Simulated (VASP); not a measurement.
Data:

```xyz
1
Lattice="-1.6598 1.6598 1.6598 1.6598 -1.6598 1.6598 1.6598 1.6598 -1.6598" Properties=species:S:1:pos:R:3 pbc="T T T"
Ta     0.0000     0.0000     0.0000
```

These are PBE GGA, VASP's PBE PAW potentials (set 64) (plane waves; VASP 6.6.1) values and carry that method's errors. Numerical set-up: PREC = Normal, EDIFF = 1E-5, 400 eV cut-off, 17×17×17 Γ-centred mesh, first-order Methfessel-Paxton smearing of 0.10 eV, potentials Ta_pv.

Unless said otherwise, spin-orbit coupling is left out, though it shifts the bands of the heavy elements here.

### Question
What does the run give for the energy per atom (σ→0), band gap (on the k-mesh) with the smallest direct gap where there is one?

### Answer

- band gap (on the k-mesh) = none (metal, semimetal or under 0.01 eV)
- energy per atom (σ→0) = -11.813 eV/atom

Only differences to runs with the same potentials and settings are physical.

The compound is Ta in the bcc structure. It was relaxed first.
